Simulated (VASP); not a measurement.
Level of theory: PBE GGA with spin-orbit coupling, VASP's PBE PAW potentials (set 64) (plane waves; VASP).

VASP ran on this input.

**POSCAR**
```
HfN
1
    0.0000000000     2.2600000000     2.2600000000
    2.2600000000     0.0000000000     2.2600000000
    2.2600000000     2.2600000000     0.0000000000
Hf N
1 1
Direct
  0.0000000000   0.0000000000   0.0000000000
  0.5000000000   0.5000000000   0.5000000000
```

INCAR:
```
ALGO  =  Normal
EDIFF  =  1E-6
ENCUT  =  400
GGA  =  PE
GGA_COMPAT  =  .FALSE.
ISIF  =  2
ISMEAR  =  0
LASPH  =  .TRUE.
LCHARG  =  .FALSE.
LMAXMIX  =  6
LNONCOLLINEAR  =  .TRUE.
LORBIT  =  11
LREAL  =  .FALSE.
LSORBIT  =  .TRUE.
LWAVE  =  .FALSE.
MAGMOM  =  6*0.0
NELM  =  100
PREC  =  Accurate
SIGMA  =  0.272
SYSTEM  =  HfN
```

File KPOINTS:
```
Automatic mesh
0
Gamma
10 10 10
0 0 0
```

POTCAR, in this order: Hf_pv N (PBE.64 set). Program: vasp_ncl.

Question: What does the run give for the energy per atom (σ→0), band gap (on the k-mesh)?

Answer: 
| Item | Value |
|---|---|
| energy per atom (σ→0) | -11.200 eV/atom |
| band gap (on the k-mesh) | none (metal, semimetal or under 0.01 eV) |

File OSZICAR:
```
...
DAV:   8    -0.224240593570E+02    0.99604E-02   -0.12741E-01  2404   0.317E+00    0.945E+00
DAV:   9    -0.224142892812E+02    0.97701E-02   -0.27240E-02  2480   0.113E+00    0.181E+00
DAV:  10    -0.224130958280E+02    0.11935E-02   -0.77724E-03  2460   0.651E-01    0.946E-01
DAV:  11    -0.224129407352E+02    0.15509E-03   -0.97756E-04  2430   0.264E-01    0.888E-02
DAV:  12    -0.224129475267E+02   -0.67916E-05   -0.40538E-05  2442   0.670E-02    0.513E-02
DAV:  13    -0.224129445700E+02    0.29567E-05   -0.10255E-05  2474   0.269E-02    0.145E-02
DAV:  14    -0.224129444623E+02    0.10769E-06   -0.99302E-07  1394   0.940E-03
   1 F= -.22412944E+02 E0= -.22400205E+02  d E =-.254791E-01  mag=    -0.0000    -0.0000    -0.0000
```

The structure is a typed HfN crystal (Fm-3m). The cell was not relaxed at this level. The run is one of a series of settings (GGA_COMPAT = .FALSE., LNONCOLLINEAR = .TRUE., LSORBIT = .TRUE., MAGMOM = 0.0 0.0 0.0 0.0 0.0 0.0, program vasp_ncl against the base run), some of them coarse on purpose.
